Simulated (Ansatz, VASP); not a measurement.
# WS2 (Tungstenite) in two plane-wave programs, part 2 of 2

Aim: how closely do two programs agree when they are given the same cell, functional and k mesh? The cell is taken from a series of runs on this material, whose earlier steps may have relaxed, scaled, displaced or heated it; both programs get it as it stands.

VASP 6.6.1 and Ansatz 0.2.0.

So far: Starting point; VASP: G0W0 gap, HSE06 form with 10 % exact exchange, screening 0.2078 1/A with an exact-exchange share of 0.1.

### Step 3. Ansatz: G0W0 gap, HSE06 form with 10 % exact exchange, screening 0.2078 1/A with an exact-exchange share of 0.1

Level of this step: Ansatz beside VASP: G0W0 on Kohn-Sham DFT, plane waves, HSE06 form with 10 % exact exchange, screening 0.2078 1/A (Ansatz).

Ansatz runs on its default PAW (the set named soft_2) files.

The same cell, functional and mesh now go to Ansatz, which takes its cutoff from its data sets.

input.yaml reads:

```yaml
crystal:
  lattice:
    - [3.18, 0.0, 0.0]
    - [-1.59, 2.753960784, 0.0]
    - [0.0, 0.0, 12.5]
  atoms:
    - { symbol: W, position: [0.3333333333, 0.6666666667, 0.25] }
    - { symbol: W, position: [0.6666666667, 0.3333333333, 0.75] }
    - { symbol: S, position: [0.3333333333, 0.6666666667, 0.625] }
    - { symbol: S, position: [0.6666666667, 0.3333333333, 0.125] }
    - { symbol: S, position: [0.3333333333, 0.6666666667, 0.875] }
    - { symbol: S, position: [0.6666666667, 0.3333333333, 0.375] }
kpoints:
  mp_grid: { grid: [6, 6, 2] }
hamiltonian:
  xc:
    exchange: pbe
    correlation: pbe
    exx: { coeff: 0.1, omega: 0.2078 }
scf:
  occupations: { method: fixed }
gw:
  n_empty_bands: 456
  ecut_chi: 150.0
  qp_bands: [v2, c2]
  qp_kpoints: band_edges
  screening: { model: contour_deformation }
```

Launch:

```console
ansatz run input.yaml --threads 3 --pin off --max-ram 64512MiB --backend cuda --devices 1 --max-vram 24GiB --events-out ev --progress --plain --runs-dir out
```

Numbers of over 12 decimals in the logs are rounded to 6 here.

Log:

```text
GPUs: using 1 of 1 available (devices: 1).
Engine: ansatz 0.2.0, x86_64-unknown-linux-gnu
Pseudopotentials: kind: paw
Pseudopotential: W, paw, valence charge 14, recommended cutoff 420 eV (normal), W.paw.azcp
Pseudopotential: S, paw, valence charge 6, recommended cutoff 420 eV (normal), S.paw.azcp
Functional definition: unnamed
  parameter a_1 = 0.1
  parameter omega_1 = 0.2078/angstrom
  exchange = pbe_x + (-a_1)*pbe_x_sr(omega_1) + a_1*exact_x_sr(omega_1)
  correlation = pbe_c
davidson cushion auto → on  (no smearing: the cushion is to keep the highest requested band from converging to the state above it; pin scf.eigensolver.cushion to override)
device memory: the entry about to start is reckoned to put 1.1 GiB on a device that reports 59.7 GiB free (of which the cap on the GPU budget leaves the run 24.0 GiB)
GPU FFT provider: cuFFT
GPU libraries: cuBLAS 13.8.2, cuFFT 12.4.0, cuSOLVER 12.3.4
Crystal: 6 atoms, lattice volume = 109.470 Å³
Basis set: ecut = 420 eV, 2129 PW (Γ)
Bands: 32, of which v1, the nominal top of the filled ones, is band 26 counted from 1 (25 counted from 0)
Symmetry: 24 space group operations
Space group: P63/mmc (ITA 194), of the structure as read, at distance tolerance 4.8e-5 Å
k-points: 14 of 72
Non-local potential: W, projectors of the file, l = 0: 3, l = 1: 2, l = 2: 2, l = 3: 1
Non-local potential: S, projectors of the file, l = 0: 2, l = 1: 2, l = 2: 2
PAW form: soft (Blöchl's): semilocal exchange-correlation on the pseudo side does not see the compensation charge
PAW frozen core: W, regenerated for the run's functional, and the local potential with it (the file was generated under x = pbe(κ = 0.804, μ = 0.219515), c = pbe(β = 0.066725))
PAW frozen core: S, regenerated for the run's functional, and the local potential with it (the file was generated under x = pbe(κ = 0.804, μ = 0.219515), c = pbe(β = 0.066725))
PAW one-centre angular grid: W, 590 points (default); XC on 64 Gauss nodes
PAW one-centre angular grid: S, 110 points (default); XC on 64 Gauss nodes
Initial density: superposition of atomic densities (neutral atoms: chi_scale 0, normalization atom), corrected by the library's trained network
Initial wavefunctions: pseudopotential atomic-orbital guess
GPU buffer pool allocated for 51840 grid points (all kernels)
GPU transforms: local potential and band sums: pruned to the plane-wave sphere, on 24×24×90
Functional: x = pbe(κ = 0.804, μ = 0.219515), c = pbe(β = 0.066725), warm-up for x = pbe(κ = 0.804, μ = 0.219515) + 0.1 (exact − pbe) at short range (hse, ω = 0.2078 Å⁻¹), c = pbe(β = 0.066725)
SCF iter   1: F=—  HF=-24382.778843 eV  |F-HF|=—  |Δ(HF+E_count)|=         —  Δρ=4.98e-3  dr2=8.35e-3  ethr=1.77e-3  ⟨swp⟩=6.4  Hψ=1970  notcnv=0
preconditioner: auto → none  [insulator: Δε(μ)=1.036 eV  Ē_g=8.397 eV  n_scr=26 (ndim 8)  ℏωp=21.3 eV  f_vac=0.025]
SCF iter   2: F=—  HF=-24382.787580 eV  |F-HF|=—  |Δ(HF+E_count)|=   8.74e-3  Δρ=2.63e-3  dr2=4.61e-3  ethr=1.61e-5  ⟨swp⟩=4.4  Hψ=1430  notcnv=0
SCF iter   3: F=—  HF=-24382.792428 eV  |F-HF|=—  |Δ(HF+E_count)|=   4.85e-3  Δρ=2.20e-3  dr2=1.43e-2  ethr=8.87e-6  ⟨swp⟩=4.0  Hψ=1341  notcnv=0  recentre
iter 4 solved again at ethr=1.70e-7 eV; its pass at ethr=8.87e-6 eV (dr2=8.82e-5 eV) is discarded
SCF iter   4: F=-24382.791135 eV  HF=-24382.791070 eV  |F-HF|=6.49e-5  |Δ(HF+E_count)|=   1.36e-3  Δρ=4.03e-4  dr2=9.16e-5  ethr=1.70e-7  ⟨swp⟩=3.0  Hψ=2343  notcnv=0
SCF 1 stopped early in 4 iterations: F = -24382.791135 eV  dr2 = 9.16e-5
  greatest PAW one-centre occupation: 0.999 electrons in one spin orbital (limit 2), on the W atom at site 1 (counted from 0), in its partial waves of l = 0
device memory: the entry about to start is reckoned to put 1.7 GiB (of the 1.8 GiB reckoned in all, the device holds 0.1 GiB already) on a device that reports 59.6 GiB free (of which the cap on the GPU budget leaves the run 23.9 GiB)
GPU FFT provider: cuFFT
GPU libraries: cuBLAS 13.8.2, cuFFT 12.4.0, cuSOLVER 12.3.4
Initial density: handed on by an earlier stage of this run
Initial wavefunctions: those handed on with the density
GPU buffer pool allocated for 51840 grid points (all kernels)
GPU transforms: local potential and band sums: pruned to the plane-wave sphere, on 24×24×90
Functional: x = pbe(κ = 0.804, μ = 0.219515) + 0.1 (exact − pbe) at short range (hse, ω = 0.2078 Å⁻¹), c = pbe(β = 0.066725)
Exchange kernel: α = 0.1000, screened, ω = 0.2078 Å⁻¹, Wigner–Seitz truncation, v(0) = 1045.1350 eV·Å³, q-mesh 6×6×2, nearest image of the exchange supercell L = 19.08 Å, pair-density grid 15×15×54, without the augmentation charges, whose exchange is taken in its separable form by FFT convolution over the k-point mesh (sized by the pseudopotential files, 20×20×90 at the most), smooth part of the exact exchange by density-matrix convolution in up to 3.06 GiB of GPU memory as planned if the GPU has room (build and FFT work areas not counted)
[...]
Frozen-core exchange: fock
SCF iter   1: F=—  HF=-24384.387826 eV  |F-HF|=—  |Δ(HF+E_count)|=         —  Δρ=9.57e-6  dr2=1.38e-7  ethr=4.85e-9  ⟨swp⟩=3.0  Hψ=1187  notcnv=0
preconditioner: auto → none  [insulator: Δε(μ)=1.252 eV  Ē_g=8.952 eV  n_scr=26 (ndim 8)  ℏωp=21.3 eV  f_vac=0.022]
iter 2 solved again at ethr=8.40e-12 eV; its pass at ethr=2.61e-10 eV (dr2=4.37e-9 eV) is discarded
[...]
Exchange-term sweep: 12 of 14 (spin, k) points
Exchange-term sweep: 13 of 14 (spin, k) points
Exchange-term sweep: 14 of 14 (spin, k) points
G₀W₀ screening: q 1/14
[... further progress lines ...]
hybrid SCF converged: 2 outer / 10 inner (+4 warm-up), last move |dexx| = 6.97e-9 eV, tail = 1.05e-8 eV
Stability not checked: this state was not tested for a lower state beside it, because the functional holds exact exchange (a hybrid, or Hartree-Fock), whose exchange loop this test does not read (fock_operator; see scf.lower_state_search)
Free energy (F): -24384.387826 eV
Frozen-core exchange: fock
Harris-Foulkes:  -24384.387826 eV  (|F-HF|=1.67e-9)
Internal energy: -24384.387826 eV  (E = F + TS)
E sigma→0 (E₀):  -24384.387826 eV
Fermi energy:    11.138443 eV
--- Per-component energies (eV) ---
  E_band       = -431.517269
  E_kinetic    = 1330.603256
  E_local      = -3633.937163  (includes V_loc(G=0)·N_el)
  E_nonlocal   = 115.169589
  E_hartree    = 1445.029761
  E_xc         = -849.625069
  E_vxc        = -762.667020  (∫ρ·V_xc dr)
  E_exx        = -50.640473  (= α·E_x^exact, valence–valence)
  E_paw        = -19550.715032  (= ΣΔE_a)
  E_vpaw       = -269.464573  (= ΣTr[D̂ρ^β])
  E_aug_tail   = -0.000118  (compensation charges beyond the density's cutoff)
  E_ewald      = -3187.763116
  E_core_change = -2.509460  (= ΣΔE_core)
  E_smearing   = -0.000000  (= −TS)
  E_closure    = -0.000000  (closes the sum)
  Σ components = -24384.387826   (vs F -24384.387826, Δ=-3.64e-12)
--- Band table (eV; the first three rows and the last of 14) ---
  k-point 0: bands = [... 22 lower, 8.7652, 9.4432, 10.0068, 11.1384, 13.6532, 13.6532, 13.6616]
  k-point 1: bands = [... 22 lower, 8.7426, 8.7426, 10.8159, 10.8159, 13.6490, 13.6490, 13.6490]
  k-point 2: bands = [... 22 lower, 8.6854, 9.5307, 9.9097, 10.2945, 12.9418, 13.3725, 13.5117]
  k-point 13: bands = [... 22 lower, 7.9167, 7.9167, 10.4638, 10.4638, 12.4876, 12.4876, 14.0798]
  guard bands above this table: 3 of the run's 32 bands. The solve was not asked for them (output.publish_guard_bands: true or output.eigenvalues: true publishes all)
--- G₀W₀: contour deformation, 7 samples at zero and on the imaginary axis and 1 off it, 72 q-points, 456 empty bands' worth ---
  eigenvalues of the whole cell's RPA ε∞ on this k-mesh (on a slab, of 1 + 4πα/V) = 5.0406, 12.6908, 12.6908; static W/v taken at q = 0 is 0.080848
  bands read: the sum over 482 bands ends inside a degenerate multiplet in 1 slot, whose members it reads at an even weight; the widest, k=12: bands 482 to 483 (counted from 1) at 1/2 each
  gw.qp_kpoints: band_edges: 10 of 14 stored k-points solved, in 1 pass; an edge of the gap read off the rows below is read off those points alone
    valence top: of the k-points left out ik 6 came nearest to being solved in a further pass, in band 26 (counted from 1, as in the quasiparticle table): it holds the edge there only if its correction is more favourable than any solved in that band by at least 1.587 eV; those differ by 0.033 eV
    conduction bottom: of the k-points left out ik 4 came nearest to being solved in a further pass, in band 27 (counted from 1, as in the quasiparticle table): it holds the edge there only if its correction is more favourable than any solved in that band by at least 0.664 eV; those differ by 0.118 eV
    ik  band        ε_KS         Σx   Σc(E_QP)       V_xc       Z   E_QP_lin       E_QP  E_QP is
     0    25     10.0068   -18.1900     0.8711   -17.0852  0.7599     9.7724     9.7732  root
     0    26     11.1384   -19.4479     0.4234   -18.8289  0.7635    10.9425    10.9428  root
     0    27     13.6532   -13.6489    -4.3235   -18.1695  0.7654    13.8508    13.8502  root
     0    28     13.6532   -13.6489    -4.3235   -18.1695  0.7654    13.8508    13.8502  root
     1    25     10.8159   -19.1314     0.6537   -18.2592  0.7638    10.5969    10.5974  root
     1    26     10.8159   -19.1314     0.6537   -18.2592  0.7638    10.5969    10.5974  root
     1    27     13.6490   -13.6067    -4.3087   -18.1074  0.7651    13.8416    13.8410  root
     1    28     13.6490   -13.6067    -4.3087   -18.1074  0.7651    13.8416    13.8410  root
     2    25      9.9097   -18.8147     0.9760   -17.6302  0.7581     9.7006     9.7012  root
     2    26     10.2945   -19.1482     0.8059   -18.1413  0.7614    10.0931    10.0935  root
     2    27     12.9418   -13.1057    -3.9944   -17.1865  0.7671    13.0283    13.0281  root
     2    28     13.3725   -14.0043    -4.0674   -18.2065  0.7577    13.5076    13.5073  root
     3    25     10.2188   -19.1639     0.9067   -18.0479  0.7609    10.0090    10.0095  root
     3    26     10.2188   -19.1639     0.9067   -18.0479  0.7609    10.0090    10.0095  root
     3    27     13.2166   -13.4883    -4.1184   -17.7188  0.7640    13.3288    13.3285  root
     3    28     13.2166   -13.4883    -4.1184   -17.7188  0.7640    13.3288    13.3285  root
     8    25      9.5364   -19.4273     1.1603   -18.0732  0.7552     9.3420     9.3426  root
     8    26      9.5715   -19.4715     1.1366   -18.1497  0.7547     9.3859     9.3864  root
     8    27     12.3902   -12.8443    -3.8074   -16.7312  0.7740    12.4697    12.4696  root
     8    28     13.1612   -14.0859    -4.2189   -18.4509  0.7608    13.3076    13.3073  root
     9    25      9.5584   -19.4566     1.1468   -18.1200  0.7550     9.3680     9.3686  root
     9    26      9.5584   -19.4566     1.1468   -18.1200  0.7550     9.3680     9.3686  root
     9    27     12.7551   -13.3863    -3.9843   -17.4819  0.7696    12.8665    12.8663  root
     9    28     12.7551   -13.3863    -3.9843   -17.4819  0.7696    12.8665    12.8663  root
[...]
12    25     10.3852   -18.6547     0.4714   -17.9707  0.7667    10.1720    10.1725  root
    12    26     10.5573   -19.0836     0.4017   -18.4860  0.7664    10.3611    10.3615  root
    12    27     12.4874   -15.6446    -3.8643   -19.6708  0.7643    12.6496    12.6492  root
    12    28     12.4874   -15.6446    -3.8643   -19.6708  0.7643    12.6496    12.6492  root
    13    25     10.4638   -18.8290     0.4347   -18.1893  0.7666    10.2584    10.2588  root
    13    26     10.4638   -18.8290     0.4347   -18.1893  0.7666    10.2584    10.2588  root
    13    27     12.4876   -15.6505    -3.8643   -19.6768  0.7642    12.6499    12.6496  root
    13    28     12.4876   -15.6505    -3.8643   -19.6768  0.7642    12.6499    12.6496  root
```

### Step 4. Side by side

Known differences besides the potentials themselves: exact exchange at q = 0 is treated differently, which shows on coarse meshes; VASP keeps PBE cores, Ansatz makes them for the functional; fixed occupations in Ansatz, narrow Gaussian smearing in VASP; the cutoff is 420 eV in Ansatz and 340 eV in VASP; Ansatz integrates over frequency by contour deformation, VASP on a grid of NOMEGA points; Ansatz's G0W0 levels solve the quasiparticle equation, VASP's are linearised. Total energies have different zeros and are not compared.

The two programs side by side:

| quantity | Ansatz | VASP | difference |
| --- | --- | --- | --- |
| G0W0 gap on the mesh (eV) | 1.53 | 1.62 | -0.10 |
| Kohn-Sham gap under it (eV) | 1.25 | 1.25 | 0.00 |

VASP's log warns that its frequency grid doesn't suit quasiparticle energies on this mesh.

### Step 5. Outcome

```yaml
difference_in_g0w0_gap_on_the_mesh_g0w0_gap_hse06_form_with_10_exact_exchange_screening_0p2078_1_a_with_an_exact_exchange_share_of_0p1: -0.097 eV
```

What this shows: The difference in G0W0 gap on the mesh is -0.097 eV (G0W0 gap, HSE06 form with 10 % exact exchange, screening 0.2078 1/A with an exact-exchange share of 0.1). Such differences can come from data sets, numerical settings and the points named under the comparisons, not from the functional's error against experiment.

[Lines on the potential files, build, host, timing and source positions are cut from VASP's logs without a mark.]

[Logs are printed without paths, hosts, clocks, repeated set-up lines and the standing remarks that a program may print on its own settings, such as how far it seeks lower states.]

[Hosts, paths, dates, database ids (printed as entryN), source tags and the programs' standing remarks are cut or masked in the printed files.]
